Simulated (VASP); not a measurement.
VASP ran on this input.

File POSCAR:
```
Be2C
1.0
  0.0000000000   2.1857161169   2.1857161169
  2.1857161169   0.0000000000   2.1857161169
  2.1857161169   2.1857161169   0.0000000000
Be C
2 1
Cart
  1.0928580585   1.0928580585   1.0928580585
  3.2785741754   3.2785741754   3.2785741754
  0.0000000000   0.0000000000   0.0000000000
```

### INCAR
```
LREAL=.FALSE.   ! projection in real space or not
ISIF=2
PARAM2=0.7114
ISMEAR=0
ZAB_VDW=-1.8867
SIGMA=0.05   ! width (eV)
ENCUT=520   ! plane-wave cut-off (eV)
PARAM1=0.1234568
EDIFF=1E-7
AGGAC=0.0
NELM=100   ! most electronic steps
ALGO=Normal   ! blocked Davidson
GGA=MK
LCHARG=.FALSE.
LASPH=.TRUE.   ! aspherical one-centre terms
SYSTEM=Be2C
PREC=Accurate
LUSE_VDW=.TRUE.
LWAVE=.FALSE.
```

**KPOINTS**
```
Automatic mesh
0
Gamma
9 9 9
0 0 0
```

POTCAR, in this order: Be C (PBE.64 set). Program: vasp_std.

### Question
Translate this rev-vdW-DF2 calculation to Quantum ESPRESSO's pw.x.

### Answer
One equivalent input (not run):
```
&CONTROL
  calculation = 'scf'
  pseudo_dir = './pseudo'
  outdir = './out'
  tprnfor = .true.
  tstress = .true.
/
&SYSTEM
  ibrav = 0
  nat = 3
  ntyp = 2
  ecutwfc = 88
  occupations = 'smearing'
  smearing = 'gaussian'
  degauss = 0.003675
  input_dft = 'vdw-df2-b86r'
/
&ELECTRONS
  conv_thr = 7.3e-09
  electron_maxstep = 100
/
ATOMIC_SPECIES
  Be 9.012 Be.upf
  C 12.011 C.upf
CELL_PARAMETERS angstrom
     0.0000000    2.1857161    2.1857161
     2.1857161    0.0000000    2.1857161
     2.1857161    2.1857161    0.0000000
ATOMIC_POSITIONS crystal
  Be   0.2500000  0.2500000  0.2500000
  Be   0.7500000  0.7500000  0.7500000
  C    0.0000000  0.0000000  0.0000000
K_POINTS automatic
  9 9 9 0 0 0
```
The two are equivalent in intent, not identical: the potentials are each code's own (VASP's PAW set, PseudoDojo norm-conserving files in pw.x), so ENCUT and ecutwfc are chosen apart and not converted; conv_thr bounds pw.x's estimated SCF error, while EDIFF bounds the energy change between steps.

The compound is Be2C in the antifluorite structure. This cell is one point of a volume scan, at 1.03 of the reference volume.
